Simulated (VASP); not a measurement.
A run of VASP 6.6.1:

File INCAR:

```
ALGO     = Normal         # electronic algorithm
EDIFF    = 1E-6           # SCF threshold, eV
ENCUT    = 520            # plane-wave cutoff, eV
GGA      = PS             # functional
ISIF     = 2              # what is computed and relaxed
ISMEAR   = -1             # smearing method
LASPH    = True           # aspherical terms in the spheres
LCHARG   = False          # write CHGCAR
LREAL    = False          # projectors in reciprocal space
LWAVE    = False          # write WAVECAR
NBANDS   = 40             # bands
NELM     = 60             # most SCF steps
PREC     = Accurate       # precision mode
SIGMA    = 0.0187         # smearing width, eV
```

KPOINTS

```
k-points
0
Gamma
  5 5 5
```

The input POSCAR:

```
Ni5Au
1.0
    2.3527280000      4.0750410000      0.0000000000
   -2.3527280000      4.0750410000      0.0000000000
    0.0000000000      0.0000000000      3.7391980000
Ni Au
5 1
Direct
    0.3333000000      0.3334000000      0.0000000000
    0.6666000000      0.6667000000      0.0000000000
    0.5000000000      0.5000000000      0.5000000000
    0.5000000000      0.0000000000      0.5000000000
    0.0000000000      0.5000000000      0.5000000000
    0.0000000000      0.0000000000      0.0000000000
```

Potentials or basis: VASP PAW PBE potentials, release 64 (Ni, Au).

Run with:

```bash
$ cat potpaw_PBE.64/Ni/POTCAR potpaw_PBE.64/Au/POTCAR > POTCAR
$ mpirun -np 1 vasp_std > vasp.out
```

Hardware: 1 thread of Intel(R) Xeon(R) 6975P-C (Granite Rapids), with other jobs on the host.

Task: How long does it take, and how much memory?

Result: Run time: 42 s on 1 thread of Intel(R) Xeon(R) 6975P-C (Granite Rapids), with other jobs on the host, peak memory 0.21 GiB. Counts: scf iterations 19, k points 27.
